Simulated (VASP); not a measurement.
# BiS: relaxation of cell and atoms with PBE

BiS:

```
Bi S
1.0
     2.10927    1.21779    3.50049
    -2.10927    1.21779    3.50049
     0.00000   -2.43558    3.50049
Bi S
1 1
Direct
  0.00000 0.00000 0.00000
  0.50000 0.50000 0.50000
```

The cell was built by a generator and needn't be a form met in nature.

```json
{
 "Program": "VASP 6.6.1",
 "Task": "relaxation of cell and atoms",
 "Functional": "PBE",
 "Potentials or basis": "VASP PAW PBE potentials, release 64 (Bi_d, S)",
 "Cutoff": "600 eV",
 "k mesh": "8 × 8 × 8",
 "Occupations": "fermi-dirac, width 0.05 eV",
 "Spin": "no spin polarisation",
 "Target pressure": "20 GPa",
 "Further INCAR settings": "ALGO = Normal; EDIFF = 1e-06; IBRION = 2; EDIFFG = -0.01; NSW = 60; ISIF = 3"
}
```

The relaxed volume is 20.34 Å³/atom. The relaxed cell is a = 4.402 Å, b = 4.402 Å, c = 4.402 Å, α = 46.30°, β = 46.30°, γ = 46.30°, the space group after relaxing (to 0.05 Å) is R-3m (No. 166) and the energy change on relaxing (the enthalpy is what falls) is +194.5 meV/atom. The ionic steps are 32 and the pressure after relaxing is 20.0 GPa. The band gap on the k mesh is none (metal or under the smearing width).

Step by step:
| step | energy change (eV) | largest force (eV/Å) | pressure (GPa) | volume (Å³) |
| --- | --- | --- | --- | --- |
| 1 | 0.0000 | 0.0000 | -1.35 | 53.95 |
| 2 | 4.5701 | 0.0000 | 104.61 | 30.47 |
| 3 | 0.3982 | 0.0000 | 17.00 | 43.77 |
| 4 | 0.4799 | 0.0000 | 19.24 | 43.04 |
| 5 | 0.5091 | 0.0000 | 19.98 | 42.80 |
| 6 | 0.5352 | 0.0000 | 20.65 | 42.60 |
| 7 | 0.4688 | 0.0000 | 19.01 | 43.07 |
| 8 | 0.3069 | 0.0000 | 15.04 | 44.28 |
| 9 | 0.3035 | 0.0000 | 14.97 | 44.31 |
| 10 | 0.2931 | 0.0000 | 14.74 | 44.37 |
| 11 | 0.2725 | 0.0000 | 14.30 | 44.50 |
| 12 | 0.2318 | 0.0000 | 13.44 | 44.75 |
| 13 | 0.1513 | 0.0000 | 11.69 | 45.23 |
| 14 | 0.0144 | 0.0000 | 8.35 | 46.12 |
| 15 | 0.0436 | 0.0000 | 9.07 | 45.91 |
| 16 | 0.0300 | 0.0000 | 8.82 | 45.94 |
| 17 | -0.0021 | 0.0000 | 8.03 | 46.01 |
| 18 | -0.0322 | 0.0000 | 6.53 | 46.09 |
| 19 | -0.0145 | 0.0000 | 7.23 | 45.67 |
| 20 | 0.0522 | 0.0000 | 9.47 | 44.42 |
| 21 | 0.2627 | 0.0000 | 15.10 | 41.94 |
| 22 | 0.3406 | 0.0000 | 16.92 | 41.28 |
| 23 | 0.3288 | 0.0000 | 16.65 | 41.38 |
| 24 | 0.3344 | 0.0000 | 17.16 | 41.26 |
| 25 | 0.3631 | 0.0000 | 18.99 | 40.91 |
| 26 | 0.3802 | 0.0000 | 19.81 | 40.76 |
| 27 | 0.3818 | 0.0000 | 19.89 | 40.75 |
| 28 | 0.3836 | 0.0000 | 19.92 | 40.73 |
| 29 | 0.3892 | 0.0000 | 20.06 | 40.69 |
| 30 | 0.3899 | 0.0000 | 20.09 | 40.68 |
| 31 | 0.3894 | 0.0000 | 20.06 | 40.69 |
| 32 | 0.3890 | 0.0000 | 20.04 | 40.69 |

Final structure:
```
Bi S
1.0
     1.73057    0.99914    3.92204
    -1.73057    0.99914    3.92204
     0.00000   -1.99828    3.92204
Bi S
1 1
Direct
  0.00000 0.00000 0.00000
  0.50000 0.50000 0.50000
```

Levels at points of the mesh, in eV from the Fermi level:
```tsv
k point	band 6	band 7	band 8	band 9	band 10	band 11	band 12	band 13	band 14
(0.00, 0.00, 0.00)	-16.84	-8.95	-6.29	-2.26	-2.26	4.47	4.56	4.71	4.71
(0.50, 0.00, 0.00)	-13.96	-12.02	-4.30	-3.70	-2.63	-1.94	-0.34	0.39	5.19
(0.50, 0.50, 0.00)	-13.75	-10.29	-8.07	-6.66	-4.05	2.26	2.59	4.18	6.03
(0.50, 0.50, 0.50)	-14.90	-14.03	-1.85	-1.85	-0.13	0.98	2.44	2.44	6.58
```

Run time: 12 min on 1 thread of Intel(R) Xeon(R) Platinum 8375C CPU @ 2.90GHz (Ice Lake), on a shared host, peak memory 0.25 GiB.

Caveat: the cell is relaxed towards a set pressure, so the enthalpy falls and the energy may rise; the volume moved by over 15 % at a fixed basis, so the end points are rough; spin-orbit coupling is left out, which moves the levels of the heavy elements.
